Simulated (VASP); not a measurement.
Data:

```yaml
crystal:
  lattice:
    - [1.56932, -2.71815, 0.00000]
    - [1.56932, 2.71815, 0.00000]
    - [0.00000, 0.00000, 12.39740]
  atoms:
    - { symbol: Mo, position: [0.33333, 0.66667, 0.25000] }
    - { symbol: Mo, position: [0.66667, 0.33333, 0.75000] }
    - { symbol: S, position: [0.33333, 0.66667, 0.87581] }
    - { symbol: S, position: [0.66667, 0.33333, 0.37581] }
    - { symbol: S, position: [0.66667, 0.33333, 0.12419] }
    - { symbol: S, position: [0.33333, 0.66667, 0.62419] }
```

These are PBEsol GGA with spin-orbit coupling, VASP's PBE PAW potentials (set 64) (plane waves; VASP) values and carry that method's errors. Run with 400 eV cut-off, 9×9×2 Γ-centred mesh, Gaussian smearing of 0.050 eV, potentials Mo_sv S.

The path is coarsely sampled, so an indirect gap can come out somewhat too large. Without a dispersion term in the relaxation, distances and binding between the weakly bound layers, chains or molecules are unreliable, and so is what depends on them.

Problem. Give the energies of bands 47 to 60 at the high-symmetry points, in eV from the valence-band maximum.

Solution. 
| band | Γ | M | K | A | L | H |
|---|---|---|---|---|---|---|
| 47 | -1.25 | -1.47 | -2.71 | -2.06 | -1.54 | -2.87 |
| 48 | -1.25 | -1.47 | -2.71 | -2.06 | -1.54 | -2.87 |
| 49 | -1.20 | -1.36 | -0.76 | -0.29 | -1.32 | -0.73 |
| 50 | -1.20 | -1.36 | -0.76 | -0.29 | -1.32 | -0.73 |
| 51 | 0.00 | -1.28 | -0.54 | -0.29 | -1.32 | -0.59 |
| 52 | 0.00 | -1.28 | -0.54 | -0.29 | -1.32 | -0.59 |
| 53 | 2.19 | 1.75 | 1.17 | 2.20 | 1.77 | 1.17 |
| 54 | 2.20 | 1.75 | 1.17 | 2.20 | 1.77 | 1.17 |
| 55 | 2.22 | 1.79 | 1.17 | 2.20 | 1.77 | 1.18 |
| 56 | 2.23 | 1.79 | 1.17 | 2.21 | 1.77 | 1.18 |
| 57 | 2.27 | 2.14 | 1.87 | 2.28 | 2.29 | 2.31 |
| 58 | 2.29 | 2.14 | 1.87 | 2.28 | 2.29 | 2.31 |
| 59 | 2.31 | 2.42 | 2.87 | 2.29 | 2.29 | 2.35 |
| 60 | 2.35 | 2.42 | 2.88 | 2.30 | 2.29 | 2.35 |

The gap is indirect, 0.91 eV, from the valence maximum at Γ to the conduction minimum at K-Γ at 0.50.

The compound is MoS2 in the 2H layered structure. It was relaxed first.
